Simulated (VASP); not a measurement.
# Mo8HS15 (a cell with a defect) in VASP: further runs, part 2 of 3

VASP 6.6.1. Earlier steps stand in the parts before.

### 3 Electric field gradients, PBE

The input, INCAR:

```
PREC = Accurate
ENCUT = 520
EDIFF = 1E-8
ISMEAR = -1
SIGMA = 0.01
LREAL = Auto
LASPH = True
NELM = 100
ALGO = Fast
ISIF = 2
LWAVE = False
LCHARG = False
GGA = PE
LEFG = True
NELECT = 202.0
NBANDS = 120
```

The input, KPOINTS:

```
Automatic mesh
0
Gamma
  4 4 2
```

The input, POSCAR:

```
Mo8HS15
1.0
    6.3380000000      0.0000000000      0.0000000000
   -3.1690000000      5.4888690092      0.0000000000
    0.0000000000      0.0000000000     12.3240000000
Mo H S
8 1 15
Direct
    0.1666666666      0.3333333334      0.2500000000
    0.1666666666      0.8333333334      0.2500000000
    0.6666666666      0.3333333334      0.2500000000
    0.6666666666      0.8333333334      0.2500000000
    0.3333333334      0.1666666666      0.7500000000
    0.3333333334      0.6666666666      0.7500000000
    0.8333333334      0.1666666666      0.7500000000
    0.8333333334      0.6666666666      0.7500000000
    0.1666666666      0.3333333334      0.6230000000
    0.1666666666      0.8333333334      0.6230000000
    0.6666666666      0.3333333334      0.6230000000
    0.6666666666      0.8333333334      0.6230000000
    0.3333333334      0.1666666666      0.1230000000
    0.3333333334      0.6666666666      0.1230000000
    0.8333333334      0.1666666666      0.1230000000
    0.8333333334      0.6666666666      0.1230000000
    0.1666666666      0.3333333334      0.8770000000
    0.1666666666      0.8333333334      0.8770000000
    0.6666666666      0.3333333334      0.8770000000
    0.6666666666      0.8333333334      0.8770000000
    0.3333333334      0.1666666666      0.3770000000
    0.3333333334      0.6666666666      0.3770000000
    0.8333333334      0.1666666666      0.3770000000
    0.8333333334      0.6666666666      0.3770000000
```

Potentials or basis: VASP PAW PBE potentials, release 64 (Mo_sv, H, S).

Command:

```bash
> cat potpaw_PBE.64/Mo_sv/POTCAR potpaw_PBE.64/H/POTCAR potpaw_PBE.64/S/POTCAR > POTCAR
> mpirun -np 1 vasp_std > vasp.out
```

OUTCAR:

```text
PREC = Accurate
   ENCUT = 520
   EDIFF = 1E-8
   ISMEAR = -1
   LREAL = Auto
   LASPH = True
   NELM = 100
   ISIF = 2
   GGA = PE
   NELECT = 202.0

 ion  position               nearest neighbor table
   1  0.167  0.333  0.250-  15 2.41  23 2.41  22 2.41  14 2.41  13 2.41  21 2.41   3 3.17   3 3.17
                             4 3.17   2 3.17   2 3.17   4 3.17
   2  0.167  0.833  0.250-  16 2.41  24 2.41  21 2.41  13 2.41  22 2.41  14 2.41   4 3.17   4 3.17
                             1 3.17   1 3.17   3 3.17   3 3.17
   3  0.667  0.333  0.250-  13 2.41  21 2.41  16 2.41  24 2.41  23 2.41  15 2.41   1 3.17   1 3.17
                             4 3.17   4 3.17   2 3.17   2 3.17
   4  0.667  0.833  0.250-  14 2.41  22 2.41  15 2.41  23 2.41  16 2.41  24 2.41   2 3.17   2 3.17
                             3 3.17   3 3.17   1 3.17   1 3.17
   5  0.333  0.167  0.750-  11 2.41  19 2.41  18 2.41  10 2.41  17 2.41   7 3.17   7 3.17   6 3.17
                             6 3.17   8 3.17   8 3.17
   6  0.333  0.667  0.750-  12 2.41  20 2.41  17 2.41  18 2.41  10 2.41   8 3.17   8 3.17   7 3.17
                             5 3.17   5 3.17   7 3.17
   7  0.833  0.167  0.750-  17 2.41  12 2.41  20 2.41  19 2.41  11 2.41   5 3.17   5 3.17   6 3.17
                             8 3.17   8 3.17   6 3.17
   8  0.833  0.667  0.750-  10 2.41  18 2.41  11 2.41  19 2.41  12 2.41  20 2.41   6 3.17   6 3.17
                             7 3.17   7 3.17   5 3.17   5 3.17
   9  0.167  0.333  0.623-
  10  0.167  0.833  0.623-   8 2.41   5 2.41   6 2.41
  11  0.667  0.333  0.623-   5 2.41   8 2.41   7 2.41
  12  0.667  0.833  0.623-   6 2.41   7 2.41   8 2.41
  13  0.333  0.167  0.123-   3 2.41   2 2.41   1 2.41
  14  0.333  0.667  0.123-   4 2.41   1 2.41   2 2.41
  15  0.833  0.167  0.123-   1 2.41   4 2.41   3 2.41
  16  0.833  0.667  0.123-   2 2.41   3 2.41   4 2.41
  17  0.167  0.333  0.877-   7 2.41   6 2.41   5 2.41
  18  0.167  0.833  0.877-   8 2.41   5 2.41   6 2.41
  19  0.667  0.333  0.877-   5 2.41   8 2.41   7 2.41
  20  0.667  0.833  0.877-   6 2.41   7 2.41   8 2.41
  21  0.333  0.167  0.377-   3 2.41   2 2.41   1 2.41
  22  0.333  0.667  0.377-   4 2.41   1 2.41   2 2.41
  23  0.833  0.167  0.377-   1 2.41   4 2.41   3 2.41
  24  0.833  0.667  0.377-   2 2.41   3 2.41   4 2.41

  LATTYP: Found a hexagonal cell.
 ALAT       =     6.3380000000
 C/A-ratio  =     1.9444619754

  Lattice vectors:

 A1 = (   6.3380000000,   0.0000000000,   0.0000000000)
 A2 = (  -3.1690000000,   5.4888690092,   0.0000000000)
 A3 = (   0.0000000000,   0.0000000000,  12.3240000000)

Analysis of symmetry for initial positions (statically):
=====================================================================
 Subroutine PRICEL returns:
 Original cell was already a primitive cell.

 Routine SETGRP: Setting up the symmetry group for a
 hexagonal supercell.

 Subroutine GETGRP returns: Found  6 space group operations
 (whereof  2 operations were pure point group operations)
 out of a pool of 24 trial point group operations.

The static configuration has the point symmetry C_1h.
 The point group associated with its full space group is C_3v.

Analysis of symmetry for dynamics (positions and initial velocities):
=====================================================================
 Subroutine PRICEL returns:
 Original cell was already a primitive cell.

 Routine SETGRP: Setting up the symmetry group for a
 hexagonal supercell.
[... 176 lines left out ...]
  ext. energy  EPLUGINS =         0.00000000
  ---------------------------------------------------
  free energy    TOTEN  =      -177.78022445 eV

  energy without entropy =     -177.77606825  energy(sigma->0) =     -177.77814635

 E-fermi :   6.7331     XC(G=0): -10.6113

 val. band max:        6.7302095365   @ k =   0.5000   0.0000   0.5000
 cond. band min:       6.7386938804   @ k =   0.5000   0.0000   0.0000
 fundamental gap:      0.0084843439
 Fermi energy:         6.7330762645

 k-point     1 :       0.0000    0.0000    0.0000
  band No.  band energies     occupation
      1     -54.9095      2.00000
      2     -54.8780      2.00000
      3     -54.8780      2.00000
      4     -54.8075      2.00000
      5     -54.1293      2.00000
      6     -54.0926      2.00000
[... 917 lines left out ...]
    112       8.7284      0.00000
    113       8.9546      0.00000
 [bands above 113 left out]

------------------------ aborting loop because EDIFF is reached ----------------------------------------

  FORCE on cell =-STRESS in cart. coord.  units (eV):
  Direction    XX          YY          ZZ          XY          YZ          ZX
  --------------------------------------------------------------------------------------
  -------------------------------------------------------------------------------------
  Total      -13.3796354    -13.3796354    -12.6623937      0.0000000      0.0000000      0.0000000
  in kB      -49.9997774    -49.9997774    -47.3194409      0.0000000      0.0000000      0.0000000
  external PRESSURE =     -49.1063319 kB  Pullay stress =       0.0000000 kB

 VOLUME and BASIS-vectors are now :
 -----------------------------------------------------------------------------
  energy-cutoff  :      520.00
  volume of cell :      428.73
      direct lattice vectors                 reciprocal lattice vectors
     6.338000000  0.000000000  0.000000000     0.157778479  0.091093447  0.000000000
    -3.169000000  5.488869009  0.000000000     0.000000000  0.182186895  0.000000000
     0.000000000  0.000000000 12.324000000     0.000000000  0.000000000  0.081142486

 POSITION                                       TOTAL-FORCE (eV/Angst)
 -----------------------------------------------------------------------------------
     -0.00000      1.82962      3.08100        -0.000000     -0.000000     -0.010365
     -1.58450      4.57406      3.08100         0.008553      0.004938     -0.002339
      3.16900      1.82962      3.08100        -0.000000     -0.009876     -0.002339
      1.58450      4.57406      3.08100        -0.008553      0.004938     -0.002339
      1.58450      0.91481      9.24300        -0.497236      0.287079     -0.500085
      0.00000      3.65925      9.24300         0.000000     -0.574159     -0.500085
[... 16 lines left out ...]
      4.75350      0.91481      4.64615         0.007829      0.004520     -0.117256
      3.16900      3.65925      4.64615        -0.000000     -0.000000     -0.115169
 -----------------------------------------------------------------------------------
    total drift:                               -0.000001      0.000001      0.003930

  FREE ENERGIE OF THE ION-ELECTRON SYSTEM (eV)
  ---------------------------------------------------
  free  energy   TOTEN  =      -177.7802244532 eV

  energy  without entropy=     -177.7760682486  energy(sigma->0) =     -177.77814635

 Electric field gradients (V/A^2)
---------------------------------------------------------------------
 ion       V_xx      V_yy      V_zz      V_xy      V_xz      V_yz
---------------------------------------------------------------------
   1      36.777    36.776   -73.553    -0.001    -0.000     0.000
   2      36.809    36.973   -73.782    -0.144    -0.036    -0.021
   3      37.056    36.726   -73.782    -0.001     0.000     0.041
   4      36.809    36.973   -73.782     0.142     0.036    -0.021
   5      32.004    19.010   -51.013   -11.253    81.432   -47.015
   6      12.514    38.499   -51.013    -0.001    -0.000    94.030
[... 16 lines left out ...]
  23      24.559    24.874   -49.433    -0.272    -0.823    -0.475
  24      22.677    22.678   -45.355     0.000    -0.000     0.000
---------------------------------------------------------------------

 Electric field gradients after diagonalization (V/A^2)
 (convention: |V_zz| > |V_xx| > |V_yy|)
----------------------------------------------------------------------
 ion       V_xx      V_yy      V_zz     asymmetry (V_yy - V_xx)/ V_zz
----------------------------------------------------------------------
   1      36.778    36.776   -73.553       0.000
   2      37.056    36.726   -73.782       0.004
   3      37.056    36.726   -73.782       0.004
   4      37.055    36.727   -73.782       0.004
   5      97.882    12.513  -110.395       0.773
   6      97.881    12.514  -110.395       0.773
[... 16 lines left out ...]
  23      25.031    24.415   -49.446       0.012
  24      22.678    22.677   -45.355       0.000
----------------------------------------------------------------------

           NMR quadrupolar parameters

 Cq : quadrupolar parameter    Cq=e*Q*V_zz/h
 eta: asymmetry parameters     (V_yy - V_xx)/ V_zz
 Q  : nuclear electric quadrupole moment in mb (millibarn)
----------------------------------------------------------------------
 ion       Cq(MHz)       eta       Q (mb)
----------------------------------------------------------------------
   1      -0.178       0.000       1.000
   2      -0.178       0.004       1.000
   3      -0.178       0.004       1.000
   4      -0.178       0.004       1.000
   5      -0.267       0.773       1.000
   6      -0.267       0.773       1.000
[... 16 lines left out ...]
  23      -0.120       0.012       1.000
  24      -0.110       0.000       1.000
----------------------------------------------------------------------
```

Wall time 12 min (1 thread of Intel Xeon 6975P-C (Granite Rapids), shared host); peak memory 0.65 GiB.

Results:

```
Free energy            : -177.7802 eV
Largest force          : 1.722 eV/Å
Band gap on the k mesh : none (metal or under the smearing width)
```

Forces in eV/Å, atoms in the order of the input:
```
Mo   0.000  0.000 -0.010
Mo   0.009  0.005 -0.002
Mo   0.000 -0.010 -0.002
Mo  -0.009  0.005 -0.002
Mo  -0.497  0.287 -0.500
Mo   0.000 -0.574 -0.500
Mo   0.497  0.287 -0.500
Mo   0.000  0.000 -0.302
H    0.000  0.000  1.722
S   -0.025 -0.014  0.122
S    0.000  0.029  0.122
S    0.025 -0.014  0.122
S    0.003 -0.002  0.147
S    0.000  0.004  0.147
S   -0.003 -0.002  0.147
S    0.000  0.000  0.153
S    0.000  0.000 -0.479
S    0.379  0.219  0.028
S    0.000 -0.438  0.028
S   -0.379  0.219  0.028
S   -0.008  0.005 -0.117
S    0.000 -0.009 -0.117
S    0.008  0.005 -0.117
S    0.000  0.000 -0.115
```

Electric field gradients, principal values (V/Å²):
```tsv
atom	Vxx	Vyy	Vzz
1 Mo	36.776	36.778	-73.553
2 Mo	36.726	37.056	-73.782
3 Mo	36.726	37.056	-73.782
4 Mo	36.727	37.055	-73.782
5 Mo	12.513	97.882	-110.395
6 Mo	12.514	97.881	-110.395
7 Mo	12.514	97.881	-110.395
8 Mo	47.699	47.701	-95.401
9 H	0.220	0.221	-0.441
10 S	7.993	31.849	-39.842
11 S	7.993	31.849	-39.842
12 S	7.994	31.848	-39.842
13 S	23.449	23.720	-47.169
14 S	23.448	23.720	-47.169
15 S	23.448	23.720	-47.169
16 S	23.486	23.487	-46.972
17 S	22.775	22.776	-45.551
18 S	15.398	49.941	-65.339
19 S	15.398	49.941	-65.339
20 S	15.398	49.941	-65.339
21 S	24.414	25.031	-49.446
22 S	24.415	25.031	-49.446
23 S	24.415	25.031	-49.446
24 S	22.677	22.678	-45.355
```

Caveat: the cell carries a net charge on a neutralising background, which shifts energy and pressure; the cell is charged against a uniform background, so pressure and absolute levels hang on convention.

[end of part 2 of 3]
